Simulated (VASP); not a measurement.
The system is Sn.

```
CELL_PARAMETERS angstrom
0.00000 3.23334 3.23334
3.23334 0.00000 3.23334
3.23334 3.23334 0.00000
ATOMIC_POSITIONS crystal
Sn 0.00000 0.00000 0.00000
Sn 0.25000 0.25000 0.25000
```

This isn't the form of Sn at room conditions, which is tetragonal (white tin).

```yaml
Program: VASP 6.6.1
Task: relaxation of cell and atoms
Functional: PBEsol
Potentials_or_basis: VASP PAW PBE potentials, release 64 (Sn_d)
Cutoff: 520 eV
k_mesh: 8 × 8 × 8
Occupations: gaussian, width 0.02 eV
Spin: no spin polarisation
```

At the start: pressure 1.4 GPa; volume 33.80 Å³/atom.

Problem. Where does the relaxation end?

Solution. Over 3 steps the energy falls by 4.7 meV/atom and the volume is 34.89 Å³/atom (+3.2 %); space group Fd-3m (No. 227, to 0.05 Å).

The path:
```csv
step,energy change (eV),largest force (eV/Å),pressure (GPa),volume (Å³)
1,0.0000,0.0000,1.44,67.61
2,-0.0082,0.0000,-0.49,70.63
3,-0.0095,0.0000,-0.01,69.78
```

Final structure:
```yaml
crystal:
  lattice:
    - [0.00000, 3.26761, 3.26761]
    - [3.26761, 0.00000, 3.26761]
    - [3.26761, 3.26761, 0.00000]
  atoms:
    - { symbol: Sn, position: [0.00000, 0.00000, 0.00000] }
    - { symbol: Sn, position: [0.25000, 0.25000, 0.25000] }
```

Caveat: the PAW data sets were made with another functional, which shifts forces and pressure a little.
